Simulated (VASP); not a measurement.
Data:

```xyz
1
Lattice="-3.0500 3.0500 3.0500 3.0500 -3.0500 3.0500 3.0500 3.0500 -3.0500" Properties=species:S:1:pos:R:3 pbc="T T T"
Cs     0.0000     0.0000     0.0000
```

The numbers are results of optB88-vdW, VASP's PBE PAW potentials (set 64) (plane waves; VASP 6.6.1), not measurements. Settings: 520 eV cut-off, 8×8×8 Γ-centred mesh, first-order Methfessel-Paxton smearing of 0.10 eV, potentials Cs_sv.

Energy and stress use the plane-wave basis of the starting cell.

### Question
The ions, cell shape and volume are relaxed. Which structure does the run end with?

### Answer

```xyz
1
Lattice="-2.9443 2.9443 2.9443 2.9443 -2.9443 2.9443 2.9443 2.9443 -2.9443" Properties=species:S:1:pos:R:3 pbc="T T T"
Cs     5.8886     0.0000     0.0000
```
Space group Im-3m (229), at a tolerance of 0.03 Å.

### Question
How do energy and volume change from the first to the last step?

### Answer
The energy (σ→0) changes by -7.3 meV/atom and the volume by -10.0 %, in 4 ionic steps.

The compound is Cs in the bcc structure. This run relaxes it. Symmetry was kept, so distortions that lower it aren't found.
